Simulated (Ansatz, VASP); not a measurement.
# HfB2 in two plane-wave programs, part 2 of 2

One calculation is typed for both programs; each brings its own data sets. How far apart do they land? The cell is taken from a series of runs on this material, whose earlier steps may have relaxed, scaled, displaced or heated it; both programs get it as it stands.

VASP 6.6.1 and Ansatz 0.2.0.

So far: Set-up; VASP: zone-centre phonons, LDA.

**3. Ansatz: zone-centre phonons, LDA**

Level of this step: Ansatz beside VASP: Kohn-Sham DFT, plane waves, LDA (Ansatz).

Ansatz runs on its PAW soft_1 files.

The same cell, functional (in two slightly different forms), mesh and smearing now go to Ansatz, which takes its cutoff from its data sets.

input.yaml

```yaml
crystal:
  lattice:
    - [3.1585348588, 0.0, 0.0]
    - [-1.5792674294, 2.7353714264, 0.0]
    - [0.0, 0.0, 3.5010913681]
  atoms:
    - { symbol: B, position: [0.3333333333, 0.6666666667, 0.5] }
    - { symbol: B, position: [0.6666666667, 0.3333333333, 0.5] }
    - { symbol: Hf, position: [0.0, 0.0, 0.0] }
kpoints:
  mp_grid: { grid: [15, 15, 12] }
hamiltonian:
  xc: lda
  pseudopotentials: { kind: paw, azcp: { folder: soft_1 }, xc_functional: pbe }
scf:
  occupations: { method: methfessel_paxton, width: 0.2 }
output:
  eigenvalues: true
phonons:
  method: dfpt
```

The run is started by

```bash
ansatz run input.yaml --threads 4 --pin off --max-ram 10240MiB --backend cpu --events-out ev --progress --plain --runs-dir out
```

Numbers of over 12 decimals in the logs are rounded to 6 here.

The log of the run:

```text
zone centre: on kpoints.mp_grid the ground state, and the responses unless they are solved on pairs of k-points, stand on 448 of the mesh's 2700 k-points, reduced under 4 symmetry operations, with k and −k counted as one. Each operation leaves every solved displacement unchanged or reverses it
Engine: ansatz 0.2.0, x86_64-unknown-linux-gnu
Pseudopotentials: kind: paw
Pseudopotential: B, paw, valence charge 3, recommended cutoff 420 eV (normal), soft_1/B.paw.azcp
Pseudopotential: Hf, paw, valence charge 26, recommended cutoff 420 eV (normal), soft_1/Hf.paw.azcp
Functional definition: SPW92
  exchange = slater_x
  correlation = pw_c
Crystal: 3 atoms, lattice volume = 30.249 Å³
Basis set: ecut = 420 eV, 563 PW (Γ), exchange–correlation on 48×48×48 points (8 copies of the dense FFT grid, shifted against one another)
Bands: 20, of which v1, the nominal top of the filled ones, is band 16 counted from 1 (15 counted from 0)
Symmetry: 24 space group operations
k-points: 448 of 2700 (irreducible under 4 space group operations, time reversal used)
Non-local potential: B, projectors of the file, l = 0: 2, l = 1: 2, l = 2: 1
Non-local potential: Hf, projectors of the file, l = 0: 3, l = 1: 2, l = 2: 2, l = 3: 3
PAW form: soft (Blöchl's): semilocal exchange-correlation on the pseudo side does not see the compensation charge
PAW frozen core: B, regenerated for the run's functional, and the local potential with it (the file was generated under x = pbe(κ = 0.804, μ = 0.219515), c = pbe(β = 0.066725))
PAW frozen core: Hf, regenerated for the run's functional, and the local potential with it (the file was generated under x = pbe(κ = 0.804, μ = 0.219515), c = pbe(β = 0.066725))
PAW one-centre angular grid: B, 110 points (default); XC on 64 Gauss nodes
PAW one-centre angular grid: Hf, 590 points (default); XC on 64 Gauss nodes
Initial density: superposition of atomic densities (chi_scale 0.1, normalization cell, long waves kept (reshape's long-wave potential 0.00 eV rms))
Initial wavefunctions: pseudopotential atomic-orbital guess
Functional: x = slater, c = lda
SCF iter   1: F=—  HF=-15780.836060 eV  |F-HF|=—  |Δ(HF+E_count)|=         —  Δρ=6.25e-2  dr2=1.90e0  ethr=3.10e-3  ⟨swp⟩=4.3  Hψ=35340  notcnv=0
preconditioner: auto → none  [metal: Δε(μ)=0.036 eV  Ē_g=16.630 eV  σ=0.200 eV  W_gap=0.15  n_scr=8 (ndim 8)  ℏωp=37.0 eV  f_vac=0.000  D(μ)=0.25/eV (n_scr^D=0)  sad-step TF]
SCF iter   2: F=—  HF=-15780.434545 eV  |F-HF|=—  |Δ(HF+E_count)|=   4.02e-1  S|Δr|=    0.00e0  Δρ=3.30e-2  dr2=5.44e-1  ethr=3.10e-3  ⟨swp⟩=2.3  Hψ=15799  notcnv=0
SCF iter   3: F=—  HF=-15780.303821 eV  |F-HF|=—  |Δ(HF+E_count)|=   1.31e-1  S|Δr|=    0.00e0  Δρ=1.01e-2  dr2=1.92e-2  ethr=1.70e-3  ⟨swp⟩=2.1  Hψ=18138  notcnv=0
SCF iter   4: F=—  HF=-15780.249322 eV  |F-HF|=—  |Δ(HF+E_count)|=   5.45e-2  S|Δr|=    0.00e0  Δρ=2.82e-3  dr2=1.28e-3  ethr=5.99e-5  ⟨swp⟩=2.8  Hψ=19460  notcnv=0
SCF iter   5: F=—  HF=-15780.251962 eV  |F-HF|=—  |Δ(HF+E_count)|=   2.64e-3  S|Δr|=    0.00e0  Δρ=8.75e-4  dr2=2.45e-4  ethr=4.00e-6  ⟨swp⟩=2.0  Hψ=16221  notcnv=0
SCF iter   6: F=—  HF=-15780.251781 eV  |F-HF|=—  |Δ(HF+E_count)|=   1.81e-4  S|Δr|=    0.00e0  Δρ=1.24e-4  dr2=8.73e-6  ethr=7.65e-7  ⟨swp⟩=2.0  Hψ=16152  notcnv=0
SCF iter   7: F=—  HF=-15780.251780 eV  |F-HF|=—  |Δ(HF+E_count)|=   8.71e-7  S|Δr|=    0.00e0  Δρ=3.28e-5  dr2=4.52e-7  ethr=2.73e-8  ⟨swp⟩=2.2  Hψ=13108  notcnv=0
SCF iter   8: F=—  HF=-15780.251781 eV  |F-HF|=—  |Δ(HF+E_count)|=   1.02e-6  S|Δr|=    0.00e0  Δρ=3.62e-6  dr2=2.76e-9  ethr=1.41e-9  ⟨swp⟩=2.2  Hψ=13838  notcnv=0
SCF iter   9: F=—  HF=-15780.251781 eV  |F-HF|=—  |Δ(HF+E_count)|=   2.76e-9  S|Δr|=    0.00e0  Δρ=2.79e-7  dr2=3.09e-11  ethr=8.63e-12  ⟨swp⟩=2.3  Hψ=16569  notcnv=0
SCF iter  10: F=-15780.251781 eV  HF=-15780.251781 eV  |F-HF|=0.00e0  |Δ(HF+E_count)|=  3.64e-12  S|Δr|=    0.00e0  Δρ=4.71e-8  dr2=4.08e-13  ethr=1.00e-12  ⟨swp⟩=4.3  Hψ=69452  notcnv=0
SCF 1 converged in 10 iterations: F = -15780.251781 eV  dr2 = 4.08e-13
  Residual-converged pass: ⟨swp⟩=1.0  Hψ=10809  notcnv=0  max |occ|·‖R‖ = 9.1e-9 eV (tolerance 1.0e-8 eV)  dr2=4.08e-13  dr2_onsite=1.01e-12  max |Δocc| = 4.3e-13
  greatest PAW one-centre occupation: 0.998 electrons in one spin orbital (limit 2), on the Hf atom at site 2 (counted from 0), in its partial waves of l = 3
DFPT response loops at Γ: preconditioner auto → Kerker (q_TF=auto, 2.754 Å⁻¹) (partly filled bands, converged f_vac=0.000); β = 1.00, the filter's whole step (`scf.mixing.beta` (0.50) is not read by the response loops under this deck's `scf.mixing.preconditioner`; to damp them name `kerker` or `kerker_dos`, under which they read `scf.mixing.beta`, and type it under 1.00, their step now; both keys bind the ground state too); Broyden in place of MSR1
SCF converged after 10 iterations
Stability not checked: this state was not tested for a lower state beside it, because cold or Methfessel-Paxton smearing, or corrected tetrahedra, fill the levels in a way that the test cannot read (fill_not_monotonic; see scf.lower_state_search)
Free energy (F): -15780.251781 eV
Harris-Foulkes:  -15780.251781 eV  (|F-HF|=0.00e0)
Internal energy: -15780.252253 eV  (E = F + TS)
E sigma→0 (E₀):  -15780.251899 eV
Entropy (-TS):   0.000472 eV (0.157 meV/atom)
Fermi energy:    18.528451 eV
--- Per-component energies (eV) ---
  E_band       = 64.178090
  E_kinetic    = 510.082109
  E_local      = -6583.270245  (includes V_loc(G=0)·N_el)
  E_nonlocal   = 89.805459
  E_hartree    = 3228.088069
  E_xc         = -331.552910
  E_vxc        = -334.598853  (∫ρ·V_xc dr)
  E_paw        = -7599.340496  (= ΣΔE_a)
  E_vpaw       = -74.016600  (= ΣTr[D̂ρ^β])
  E_aug_tail   = 0.000149  (compensation charges beyond the density's cutoff)
  E_ewald      = -5096.613144
  E_core_change = 2.548757  (= ΣΔE_core)
  E_smearing   = 0.000472  (= −TS)
  E_closure    = -0.000000  (closes the sum)
  Σ components = -15780.251781   (vs F -15780.251781, Δ=0.00e0)
--- Band table (eV; the first three rows and the last of 448) ---
  k-point 0: bands = [... 12 lower, 15.5431, 15.6572, 15.6572, 15.8431, 22.3414, 22.3414, 22.9864, 22.9864]
  k-point 1: bands = [... 12 lower, 14.6380, 15.7275, 15.7275, 16.7051, 21.5869, 21.5869, 22.7582, 22.7582]
  k-point 2: bands = [... 12 lower, 13.5650, 15.9353, 15.9353, 17.6733, 20.6281, 20.6281, 22.1555, 22.1555]
  k-point 447: bands = [... 12 lower, 11.4284, 13.4947, 14.0905, 15.6618, 22.3348, 23.5370, 23.7180, 24.8888]
--- Phonons (Γ-DFPT): 4 representative perturbations + reference, on 448 of 2700 k-points (Σ response iterations 12) ---
  k mesh reduced under 4 symmetry operations, with k and −k counted as one. Each operation leaves every solved displacement unchanged or reverses it
  ASR residual: 7.081e-6 → 0.000e0 eV/Å²; symmetrization residual: 7.065e-7 eV/Å²
  ASR residual per site (eV/Å²): 2.69e-6 2.69e-6 7.08e-6
  Γ frequencies (cm⁻¹): 0.00 0.00 0.00 420.39 420.39 432.74 531.99 768.82 768.82
  non-analytic LO–TO correction: not included (Born effective charges unavailable; polar crystals: no LO–TO splitting at Γ)
```

**4. Differences**

Known differences besides the potentials themselves: the data sets hold 32 valence electrons in Ansatz (on its PAW soft_1 files) and 16 in VASP; the cutoff is 420 eV in Ansatz and 500 eV in VASP; VASP's log shows a relativistic correction to its local exchange, Ansatz's none. Total energies have different zeros and are not compared.

Compared:

```
                  quantity  Ansatz   VASP  difference
optical mode 1 to 2 (cm⁻¹)   420.4  422.1     -0.41 %
     optical mode 3 (cm⁻¹)   432.7  433.8     -0.24 %
     optical mode 4 (cm⁻¹)   532.0  534.8     -0.52 %
optical mode 5 to 6 (cm⁻¹)   768.8  770.1     -0.17 %
```

Modes are paired by rising frequency, not by their patterns, so a pair may set unlike modes beside each other; they are those without the splitting of longitudinal modes.

**5. What came out**

```
r.m.s. difference of the optical zone-centre modes, each program's sorted by frequency (zone-centre phonons, LDA) : 1.7 cm⁻¹
difference in optical mode 4 (zone-centre phonons, LDA)                                                           : -0.5 %
```

**Reading.** The r.m.s. difference of the optical zone-centre modes, each program's sorted by frequency is 1.7 cm⁻¹ (zone-centre phonons, LDA). The data sets hold unlike numbers of valence electrons (32 in Ansatz and 16 in VASP), so part of the differences comes from the potentials. Among the rows given in per cent, the largest difference of the zone-centre phonons, LDA pair is in optical mode 4, -0.5 %. Such differences can come from data sets, numerical settings and the points named under the comparisons, not from the functional's error against experiment.

[Lines on the potential files, build, host, timing and source positions are cut from VASP's logs without a mark.]

[Logs are printed without paths, hosts, clocks, repeated set-up lines and the standing remarks that a program may print on its own settings, such as how far it seeks lower states.]

[Hosts, paths, dates, database ids (printed as entryN), source tags and the programs' standing remarks are cut or masked in the printed files.]
